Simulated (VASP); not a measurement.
An input for Quantum ESPRESSO's pw.x (written as the equivalent of a VASP run, and not itself run):

```
&CONTROL
  calculation = 'scf'
  pseudo_dir = './pseudo'
  outdir = './out'
  tprnfor = .true.
  tstress = .true.
/
&SYSTEM
  ibrav = 0
  nat = 2
  ntyp = 2
  ecutwfc = 82.3
  occupations = 'smearing'
  smearing = 'gaussian'
  degauss = 0.003675
  input_dft = 'pbe'
  vdw_corr = 'grimme-d3'
  dftd3_version = 3
  dftd3_threebody = .false.
/
&ELECTRONS
  conv_thr = 7.3e-08
  electron_maxstep = 100
/
ATOMIC_SPECIES
  Sc 44.956 Sc.upf
  Te 127.600 Te.upf
CELL_PARAMETERS angstrom
     3.5615450    0.0000000    0.0000000
     0.0000000    3.5615450    0.0000000
     0.0000000    0.0000000    3.5615450
ATOMIC_POSITIONS crystal
  Sc   0.0000000  0.0000000  0.0000000
  Te   0.5000000  0.5000000  0.5000000
K_POINTS automatic
  7 7 7 0 0 0
```

### Question
Translate this input to VASP (INCAR, KPOINTS, POSCAR, choice of POTCAR).

### Answer
One answer among several that fit: 
### POSCAR
```
ScTe
1
    3.5615450000     0.0000000000     0.0000000000
    0.0000000000     3.5615450000     0.0000000000
    0.0000000000     0.0000000000     3.5615450000
Sc Te
1 1
Direct
  0.0000000000   0.0000000000   0.0000000000
  0.5000000000   0.5000000000   0.5000000000
```

INCAR:
```
SYSTEM = ScTe
PREC = Accurate
ENCUT = 400
EDIFF = 1E-6
NELM = 100
ALGO = Normal
LREAL = .FALSE.
LASPH = .TRUE.
ISMEAR = 0
SIGMA = 0.05
GGA = PE
LMAXMIX = 4
LWAVE = .FALSE.
LCHARG = .FALSE.
ISIF = 2
IVDW = 11
```

**KPOINTS**
```
Automatic mesh
0
Gamma
7 7 7
0 0 0
```

POTCAR, in this order: Sc_sv Te (PBE.64 set). Program: vasp_std.

The two are equivalent in intent, not identical: the potentials are each code's own (VASP's PAW set, PseudoDojo norm-conserving files in pw.x), so ENCUT and ecutwfc are chosen apart and not converted; conv_thr bounds pw.x's estimated SCF error, while EDIFF bounds the energy change between steps.

The structure was generated: ScTe was put into the CsCl type (Pm-3m), which need not be its known phase. The cell was not relaxed at this level. The run is one of a series of settings (IVDW = 11 against the base run), some of them coarse on purpose.
